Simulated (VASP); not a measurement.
## NaCaF3: relaxation of cell and atoms with PBE

Crystal: NaCaF3.

```
Na Ca F
1.0
     4.10186    0.00000    0.00000
     0.00000    4.10186    0.00000
     0.00000    0.00000    4.10186
Na Ca F
1 1 3
Direct
  0.00000 0.00000 0.00000
  0.50000 0.50000 0.50000
  0.50000 0.00000 0.00000
  0.00000 0.50000 0.00000
  0.00000 0.00000 0.50000
```

The cell was built by a generator and needn't be a form met in nature.

```json
{
  "Program": "VASP 6.6.1",
  "Task": "relaxation of cell and atoms",
  "Functional": "PBE",
  "Potentials or basis": "VASP PAW PBE potentials, release 64 (Na_pv, Ca_sv, F)",
  "Cutoff": "600 eV",
  "k mesh": "6 × 6 × 6",
  "Occupations": "gaussian, width 0.02 eV",
  "Spin": "no spin polarisation",
  "Dipole correction": "no",
  "Further INCAR settings": "ALGO = Fast; EDIFF = 1e-06; IBRION = 2; EDIFFG = -0.01; NSW = 100; ISIF = 3"
}
```

The pressure after relaxing is 0.0 GPa and the band gap on the k mesh is 5.00 eV, direct.

Final structure:
```
Na Ca F
1.0
     4.10186    0.00000    0.00000
     0.00000    4.10186    0.00000
     0.00000    0.00000    4.10186
Na Ca F
1 1 3
Direct
  0.00000 0.00000 0.00000
  0.50000 0.50000 0.50000
  0.50000 0.00000 0.00000
  0.00000 0.50000 0.00000
  0.00000 0.00000 0.50000
```

Levels at points of the mesh, in eV from the valence-band top:
```
           k point  band 17  band 18  band 19  band 20  band 21  band 22
(0.00, 0.00, 0.00)     0.00     0.00     0.00     5.00     5.57     5.57
(0.50, 0.00, 0.00)    -0.95    -0.16    -0.16     6.26     6.29     6.91
(0.50, 0.50, 0.00)    -0.56    -0.28    -0.13     6.43     6.74     7.10
(0.50, 0.50, 0.50)    -0.09    -0.09    -0.09     6.23     6.23     6.23
```

Run time: 33 s on 1 thread of Intel(R) Xeon(R) 6975P-C (Granite Rapids), on a shared host, peak memory 0.22 GiB.

Caveat: the relaxation stopped at its first step, so nothing moved. A k mesh can miss the band edges.
